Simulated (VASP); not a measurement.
Computed with PBEsol GGA, VASP's PBE PAW potentials (set 64) (plane waves; VASP).

The input files of a VASP run:

KPOINTS:
```
Automatic mesh
0
Gamma
16 16 16
0 0 0
```

### INCAR
```
# general
SYSTEM=Li
PREC  =Accurate
ENCUT =520
LREAL =.False.
LASPH =.True.

# electronic loop
EDIFF =1E-7
NELM  =100
ALGO  =Normal

# smearing
ISMEAR=-5

# functional
GGA   =PS

# ions
ISIF  =2

# output
LWAVE =.False.
LCHARG=.True.
LORBIT=11
NEDOS =601
```

**POSCAR**
```
Li
1
    0.0000000000     2.1601998960     2.1601998960
    2.1601998960     0.0000000000     2.1601998960
    2.1601998960     2.1601998960     0.0000000000
Li
1
Direct
  0.0000000000   0.0000000000   0.0000000000
```

POTCAR, in this order: Li_sv (PBE.64 set). Program: vasp_std.

The resulting files:

OSZICAR:
```
       N       E                     dE             d eps       ncg     rms          rms(c)
DAV:   1     0.523817237153E+00    0.52382E+00   -0.70617E+02  1470   0.407E+02
DAV:   2    -0.182775354394E+01   -0.23516E+01   -0.23034E+01  2080   0.600E+01
DAV:   3    -0.196789769153E+01   -0.14014E+00   -0.13983E+00  1920   0.962E+00
DAV:   4    -0.197018833901E+01   -0.22906E-02   -0.22842E-02  1790   0.126E+00
DAV:   5    -0.197020969855E+01   -0.21360E-04   -0.21346E-04  1850   0.116E-01    0.344E-01
DAV:   6    -0.196847358956E+01    0.17361E-02   -0.60530E-04  2045   0.176E-01    0.193E-01
DAV:   7    -0.196776124252E+01    0.71235E-03   -0.16357E-03  2065   0.305E-01    0.310E-02
DAV:   8    -0.196778826819E+01   -0.27026E-04   -0.30496E-04  1640   0.137E-01    0.376E-03
DAV:   9    -0.196778757934E+01    0.68885E-06   -0.27073E-06  2050   0.201E-02    0.929E-04
DAV:  10    -0.196778738454E+01    0.19480E-06   -0.19642E-07  1670   0.462E-03    0.776E-04
DAV:  11    -0.196778726684E+01    0.11770E-06   -0.17531E-08   885   0.169E-03    0.166E-04
DAV:  12    -0.196778728732E+01   -0.20480E-07   -0.24477E-09   755   0.667E-04
   1 F= -.19677873E+01 E0= -.19677873E+01  d E =0.000000E+00
```

**OUTCAR**
```
------------------------ aborting loop because EDIFF is reached ----------------------------------------
  FORCE on cell =-STRESS in cart. coord.  units (eV):
  Direction    XX          YY          ZZ          XY          YZ          ZX
  --------------------------------------------------------------------------------------
  Total       -0.0107601     -0.0107601     -0.0107601      0.0000000     -0.0000000     -0.0000000
  in kB       -0.8550943     -0.8550943     -0.8550943      0.0000000     -0.0000000     -0.0000000
  external PRESSURE =      -0.8550943 kB  Pullay stress =       0.0000000 kB
  volume of cell :       20.16
      direct lattice vectors                 reciprocal lattice vectors
     0.000000000  2.160199896  2.160199896    -0.231460061  0.231460061  0.231460061
     2.160199896  0.000000000  2.160199896     0.231460061 -0.231460061  0.231460061
     2.160199896  2.160199896  0.000000000     0.231460061  0.231460061 -0.231460061
 POSITION                                       TOTAL-FORCE (eV/Angst)
 -----------------------------------------------------------------------------------
      0.00000      0.00000      0.00000         0.000000      0.000000      0.000000
 -----------------------------------------------------------------------------------
    total drift:                               -0.000000      0.000000     -0.000000
  FREE ENERGIE OF THE ION-ELECTRON SYSTEM (eV)
  ---------------------------------------------------
  free  energy   TOTEN  =        -1.9677872873 eV

  energy  without entropy=       -1.9677872873  energy(sigma->0) =       -1.96778729

 total charge

# of ion       s       p       d       tot
------------------------------------------
    1        2.032   0.046   0.000   2.078
```
(Selected blocks of OUTCAR.)

**OUTCAR**
```
 val. band max:        0.6545075369   @ k =   0.5000   0.0625   0.0000

 cond. band min:       0.6488121813   @ k =   0.4375   0.3125   0.0000


 Fermi energy:         0.6445751899

 k-point     1 :       0.0000    0.0000    0.0000
  band No.  band energies     occupation
      1     -45.2615      2.00000
      2      -2.9201      2.00000
      3      15.0698      0.00000
      4      15.0698      0.00000
      5      15.0698      0.00000

 k-point     2 :       0.0625    0.0000    0.0000
  band No.  band energies     occupation
      1     -45.2608      2.00000
      2      -2.8501      2.00000
      3      14.2812      0.00000
      4      14.9050      0.00000
      5      14.9050      0.00000

 k-point     3 :       0.1250    0.0000    0.0000
  band No.  band energies     occupation
      1     -45.2587      2.00000
      2      -2.6404      2.00000
      3      12.5218      0.00000
      4      14.5359      0.00000
      5      14.5359      0.00000

 k-point     4 :       0.1875    0.0000    0.0000
  band No.  band energies     occupation
      1     -45.2557      2.00000
      2      -2.2916      2.00000
      3      10.5563      0.00000
      4      14.1410      0.00000
      5      14.1411      0.00000

 k-point     5 :       0.2500    0.0000    0.0000
  band No.  band energies     occupation
      1     -45.2518      2.00000
      2      -1.8052      2.00000
      3       8.6532      0.00000
      4      13.8104      0.00000
      5      13.8105      0.00000

 k-point     6 :       0.3125    0.0000    0.0000
  band No.  band energies     occupation
      1     -45.2481      2.00000
      2      -1.1898      2.00000
      3       6.9006      0.00000
      4      13.5734      0.00000
      5      13.5734      0.00000

 k-point     7 :       0.3750    0.0000    0.0000
  band No.  band energies     occupation
      1     -45.2450      2.00000
      2      -0.4731      2.00000
      3       5.3571      0.00000
...
```

For a metal the tetrahedron method with Blöchl corrections gives inexact stress and forces.

The structure was generated: Li was put into the fcc type (Fm-3m), which need not be its known phase. It was relaxed first, which changed the volume by -5 %.
